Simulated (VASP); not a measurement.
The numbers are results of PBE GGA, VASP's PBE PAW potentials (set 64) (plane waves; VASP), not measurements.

Input for VASP

POSCAR:
```
PdIn
1
    3.3089230899     0.0000000000     0.0000000000
   -0.0000000000     3.3089230899     0.0000000000
    0.0000000000     0.0000000000     3.3089230899
In Pd
1 1
Direct
  0.5000000000   0.5000000000   0.5000000000
  0.0000000000   0.0000000000   0.0000000000
```

INCAR:
```
SYSTEM = PdIn
PREC = Accurate
ENCUT = 520
EDIFF = 1E-6
NELM = 100
ALGO = Normal
LREAL = .FALSE.
LASPH = .TRUE.
ISMEAR = 1
SIGMA = 0.1
GGA = PE
LMAXMIX = 4
LWAVE = .FALSE.
LCHARG = .FALSE.
IBRION = 2
ISIF = 3
NSW = 60
EDIFFG = -0.01
```

**KPOINTS**
```
Automatic mesh
0
Gamma
10 10 10
0 0 0
```

POTCAR, in this order: In_d Pd (PBE.64 set). Program: vasp_std.

The run wrote:

File OUTCAR:
```
 ion  position               nearest neighbor table
   1  0.500  0.500  0.500-   2 2.87   2 2.87   2 2.87   2 2.87   2 2.87   2 2.87   2 2.87   2 2.87
  LATTYP: Found a simple cubic cell.
 ALAT       =     3.3089230899
 Subroutine PRICEL returns:
 Original cell was already a primitive cell.
 Subroutine GETGRP returns: Found 48 space group operations
The static configuration has the point symmetry O_h .
The dynamic configuration has the point symmetry O_h .
 Subroutine INISYM returns: Found 48 space group operations
 Subroutine IBZKPT returns following result:
 Found     56 irreducible k-points:

 Following reciprocal coordinates:
            Coordinates               Weight
  0.000000  0.000000  0.000000      1.000000
  0.100000  0.000000  0.000000      6.000000
  0.200000  0.000000  0.000000      6.000000
  0.300000  0.000000  0.000000      6.000000
  0.400000  0.000000  0.000000      6.000000
  0.500000  0.000000  0.000000      3.000000
  0.100000  0.100000  0.000000     12.000000
  0.200000  0.100000  0.000000     24.000000
  0.300000  0.100000  0.000000     24.000000
  0.400000  0.100000  0.000000     24.000000
  0.500000  0.100000  0.000000     12.000000
  0.200000  0.200000  0.000000     12.000000
  0.300000  0.200000  0.000000     24.000000
  0.400000  0.200000  0.000000     24.000000
  0.500000  0.200000  0.000000     12.000000
  0.300000  0.300000  0.000000     12.000000
  0.400000  0.300000  0.000000     24.000000
  0.500000  0.300000  0.000000     12.000000
  0.400000  0.400000  0.000000     12.000000
  0.500000  0.400000  0.000000     12.000000
  0.500000  0.500000  0.000000      3.000000
  0.100000  0.100000  0.100000      8.000000
  0.200000  0.100000  0.100000     24.000000
  0.300000  0.100000  0.100000     24.000000
  0.400000  0.100000  0.100000     24.000000
...
```

OSZICAR:
```
       N       E                     dE             d eps       ncg     rms          rms(c)
DAV:   1     0.163177704060E+03    0.16318E+03   -0.11480E+04  1709   0.197E+03
DAV:   2    -0.102716411580E+01   -0.16420E+03   -0.16001E+03  1736   0.411E+02
DAV:   3    -0.880297740190E+01   -0.77758E+01   -0.76445E+01  2073   0.937E+01
DAV:   4    -0.893834584112E+01   -0.13537E+00   -0.13534E+00  2060   0.119E+01
DAV:   5    -0.894422129551E+01   -0.58755E-02   -0.58754E-02  2486   0.226E+00    0.597E+00
DAV:   6    -0.878594998978E+01    0.15827E+00   -0.39804E-01  2044   0.960E+00    0.280E+00
DAV:   7    -0.875484526475E+01    0.31105E-01   -0.72121E-02  2166   0.496E+00    0.126E+00
DAV:   8    -0.874840298892E+01    0.64423E-02   -0.22812E-02  1876   0.148E+00    0.374E-01
DAV:   9    -0.874769652120E+01    0.70647E-03   -0.18951E-03  2156   0.750E-01    0.542E-02
DAV:  10    -0.874770246021E+01   -0.59390E-05   -0.44875E-05  2195   0.102E-01    0.236E-02
DAV:  11    -0.874770370618E+01   -0.12460E-05   -0.53882E-06  1981   0.249E-02    0.284E-03
DAV:  12    -0.874770408246E+01   -0.37629E-06   -0.25651E-07  1148   0.641E-03
   1 F= -.87477041E+01 E0= -.87474804E+01  d E =-.874770E+01
```

**OUTCAR**
```
------------------------ aborting loop because EDIFF is reached ----------------------------------------
  FORCE on cell =-STRESS in cart. coord.  units (eV):
  Direction    XX          YY          ZZ          XY          YZ          ZX
  --------------------------------------------------------------------------------------
  Total       -0.0152968     -0.0152968     -0.0152968     -0.0000000     -0.0000000      0.0000000
  in kB       -0.6764735     -0.6764735     -0.6764735     -0.0000000     -0.0000000      0.0000000
  external PRESSURE =      -0.6764735 kB  Pullay stress =       0.0000000 kB
  volume of cell :       36.23
      direct lattice vectors                 reciprocal lattice vectors
     3.308923090  0.000000000  0.000000000     0.302213129  0.000000000  0.000000000
     0.000000000  3.308923090  0.000000000     0.000000000  0.302213129  0.000000000
     0.000000000  0.000000000  3.308923090     0.000000000  0.000000000  0.302213129
 POSITION                                       TOTAL-FORCE (eV/Angst)
 -----------------------------------------------------------------------------------
      1.65446      1.65446      1.65446         0.000000      0.000000      0.000000
      0.00000      0.00000      0.00000         0.000000      0.000000      0.000000
 -----------------------------------------------------------------------------------
    total drift:                                0.000000      0.000000      0.000000
  FREE ENERGIE OF THE ION-ELECTRON SYSTEM (eV)
  ---------------------------------------------------
  free  energy   TOTEN  =        -8.7477040825 eV

  energy  without entropy=       -8.7470330982  energy(sigma->0) =       -8.74748042

 reached required accuracy - stopping structural energy minimisation
```
(Selected blocks of OUTCAR.)

The compound is PdIn in the CsCl type structure. It was relaxed first, which changed the volume by +6 %. The start is the result of an earlier pass. The electron count is odd and the run is not spin-polarised, which forces a metal.
